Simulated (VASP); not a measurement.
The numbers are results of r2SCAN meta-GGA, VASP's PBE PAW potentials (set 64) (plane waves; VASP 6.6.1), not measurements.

The input files of a VASP run:

INCAR:
```
SYSTEM = Os(100) slab
PREC = Normal
ENCUT = 400
EDIFF = 1E-6
NELM = 100
ALGO = Normal
LREAL = .FALSE.
LASPH = .TRUE.
ISMEAR = 1
SIGMA = 0.1
METAGGA = R2SCAN
LMIXTAU = .TRUE.
LMAXMIX = 6
LWAVE = .FALSE.
LCHARG = .FALSE.
NELMIN = 4
LDIPOL = .TRUE.
IDIPOL = 3
DIPOL = 0.5 0.5 0.5
LVHAR = .TRUE.
LORBIT = 11
```

KPOINTS:
```
Automatic mesh
0
Gamma
7 10 1
0 0 0
```

### POSCAR
```
Os(100) slab
24.5595690
  0.1757810779   0.0000000000   0.0000000000
  0.0000000000   0.1116244994   0.0000000000
  0.0000000000   0.0000000000   1.0000000169
Os
8
Direct
  0.2500000000   0.5000000000   0.3704850611
  0.7500000000   1.0000000000   0.3442418404
  0.2500000000   1.0000000000   0.4662824679
  0.7500000000   0.5000000000   0.4349800637
  0.2500000000   0.5000000000   0.5650199363
  0.7500000000   0.0000000000   0.5337175321
  0.2500000000   1.0000000000   0.6557581596
  0.7500000000   0.5000000000   0.6295149389
```

POTCAR, in this order: Os (PBE.64 set). Program: vasp_std. Read from the step before: WAVECAR.

Output of the run:

### OSZICAR
```
       N       E                     dE             d eps       ncg     rms          rms(c)
DAV:   1    -0.418583932603E+03   -0.41858E+03   -0.28733E-03  3344   0.291E-01    0.166E-01
DAV:   2    -0.418592096781E+03   -0.81642E-02   -0.69083E-02  3408   0.138E+00    0.644E-01
DAV:   3    -0.418583301744E+03    0.87950E-02   -0.39763E-02  3450   0.113E+00    0.379E-02
DAV:   4    -0.418583270183E+03    0.31561E-04   -0.77831E-04  2434   0.142E-01    0.122E-02
DAV:   5    -0.418583278668E+03   -0.84855E-05   -0.56486E-05  2676   0.435E-02    0.655E-03
DAV:   6    -0.418583259198E+03    0.19470E-04   -0.73359E-06  1988   0.214E-02    0.546E-03
DAV:   7    -0.418583277713E+03   -0.18515E-04   -0.36584E-06  1852   0.190E-02    0.366E-03
DAV:   8    -0.418583268938E+03    0.87749E-05   -0.24256E-06  1554   0.160E-02    0.240E-03
DAV:   9    -0.418583266317E+03    0.26213E-05   -0.17592E-06  1492   0.143E-02    0.113E-03
DAV:  10    -0.418583263118E+03    0.31991E-05   -0.66607E-07  1238   0.811E-03    0.719E-04
DAV:  11    -0.418583263738E+03   -0.62062E-06   -0.34554E-07  1164   0.614E-03
   1 F= -.41858326E+03 E0= -.41858158E+03  d E =-.506159E-02
```

### OUTCAR
```
------------------------ aborting loop because EDIFF is reached ----------------------------------------
  FORCE on cell =-STRESS in cart. coord.  units (eV):
  Direction    XX          YY          ZZ          XY          YZ          ZX
  --------------------------------------------------------------------------------------
  Total       -2.4054785     -7.6885244     -0.1341162      0.0000000      0.0000000     -0.0000000
  in kB      -13.2592262    -42.3798778     -0.7392610      0.0000000      0.0000000     -0.0000000
  external PRESSURE =     -18.7927884 kB  Pullay stress =       0.0000000 kB
  volume of cell :      290.67
      direct lattice vectors                 reciprocal lattice vectors
     4.317107511  0.000000000  0.000000000     0.231636576  0.000000000  0.000000000
     0.000000000  2.741449594  0.000000000     0.000000000  0.364770522  0.000000000
     0.000000000  0.000000000 24.559569416     0.000000000  0.000000000  0.040717326
 POSITION                                       TOTAL-FORCE (eV/Angst)
 -----------------------------------------------------------------------------------
      1.07928      1.37072      9.09895         0.000000      0.000000     -0.021330
      3.23783      0.00000      8.45443        -0.000000      0.000000      0.025519
      1.07928      0.00000     11.45170        -0.000000     -0.000000      0.020066
      3.23783      1.37072     10.68292        -0.000000     -0.000000     -0.022867
      1.07928      1.37072     13.87665         0.000000     -0.000000      0.022867
      3.23783      0.00000     13.10787        -0.000000     -0.000000     -0.020066
      1.07928      0.00000     16.10514        -0.000000     -0.000000     -0.025519
      3.23783      1.37072     15.46062        -0.000000     -0.000000      0.021330
 -----------------------------------------------------------------------------------
    total drift:                                0.000000      0.000000     -0.000000
  FREE ENERGIE OF THE ION-ELECTRON SYSTEM (eV)
  ---------------------------------------------------
  free  energy   TOTEN  =      -418.5832637384 eV

  energy  without entropy=     -418.5782021465  energy(sigma->0) =     -418.58157654

 total charge

# of ion       s       p       d       tot
------------------------------------------
    1        0.671   0.702   5.994   7.367
    2        0.660   0.604   6.011   7.276
    3        0.643   0.758   6.066   7.467
    4        0.668   0.784   6.076   7.528
    5        0.668   0.784   6.076   7.528
    6        0.643   0.758   6.066   7.467
    7        0.660   0.604   6.011   7.276
    8        0.671   0.702   5.994   7.367
--------------------------------------------------
tot          5.285   5.696  48.294  59.275
```
(Selected blocks of OUTCAR.)

File OUTCAR:
```
 val. band max:        0.5233251007   @ k =   0.4286   0.2000   0.0000

 cond. band min:       0.5275119738   @ k =   0.2857   0.1000   0.0000


 Fermi energy:         0.5237066924

 k-point     1 :       0.0000    0.0000    0.0000
  band No.  band energies     occupation
      1     -10.5516      2.00000
      2      -9.2137      2.00000
      3      -7.6594      2.00000
      4      -7.3445      2.00000
      5      -7.1248      2.00000
      6      -7.0019      2.00000
      7      -6.3222      2.00000
      8      -6.2948      2.00000
      9      -6.0946      2.00000
     10      -5.0653      2.00000
     11      -3.6938      2.00000
     12      -3.5358      2.00000
     13      -3.2816      2.00000
     14      -2.9895      2.00000
     15      -2.9698      2.00000
     16      -2.8605      2.00000
     17      -2.5248      2.00000
     18      -2.3830      2.00000
     19      -2.2753      2.00000
     20      -2.2233      2.00000
     21      -2.0494      2.00000
     22      -2.0141      2.00000
     23      -1.8037      2.00000
     24      -1.7598      2.00000
     25      -1.5911      2.00000
     26      -1.5243      2.00000
     27      -1.4076      2.00000
     28      -1.2026      2.00000
     29      -1.1966      2.00000
     30      -1.1844      2.00000
     31      -0.6065      2.00000
     32      -0.5956      2.00000
     33      -0.5149      2.00000
     34      -0.3343      2.00000
     35       0.0535      2.00000
     36       0.8558     -0.00003
     37       0.9015     -0.00000
     38       1.3787     -0.00000

 k-point     2 :       0.1429    0.0000    0.0000
  band No.  band energies     occupation
      1     -10.2952      2.00000
      2      -8.9955      2.00000
      3      -7.5785      2.00000
      4      -7.3969      2.00000
      5      -7.2448      2.00000
      6      -6.8909      2.00000
      7      -6.2745      2.00000
      8      -6.2352      2.00000
      9      -5.5420      2.00000
     10      -4.9708      2.00000
...
```

Unless said otherwise, spin-orbit coupling is left out, though it shifts the bands of the heavy elements here.

The cell is a thin slab with vacuum, built from Os (hcp): (100) face.
